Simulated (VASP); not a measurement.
Input:

```yaml
crystal:
  lattice:
    - [-1.60648, 1.60648, 3.88308]
    - [1.60648, -1.60648, 3.88308]
    - [1.60648, 1.60648, -3.88308]
  atoms:
    - { symbol: Si, position: [0.66538, 0.66538, 0.00000] }
    - { symbol: Si, position: [0.33462, 0.33462, 0.00000] }
    - { symbol: W, position: [0.00000, 0.00000, 0.00000] }
```

All values below come from r2SCAN meta-GGA, VASP's PBE PAW potentials (set 64) (plane waves; VASP). Run with 480 eV cut-off, 12×12×12 Γ-centred mesh, first-order Methfessel-Paxton smearing of 0.10 eV, potentials Si W_sv.

Unless said otherwise, spin-orbit coupling is left out, though it shifts the bands of the heavy elements here.

**Question.** Predict the energy per atom (σ→0), pressure, band gap (on the k-mesh) with the smallest direct gap where there is one.

**Answer.** 
The band gap (on the k-mesh) is none (metal, semimetal or under 0.01 eV), the energy per atom (σ→0) comes out as -23.271 eV/atom and the pressure comes out as 1.31 GPa.

The compound is WSi2 in the MoSi2 type structure. This cell was strained or had an atom moved on purpose.
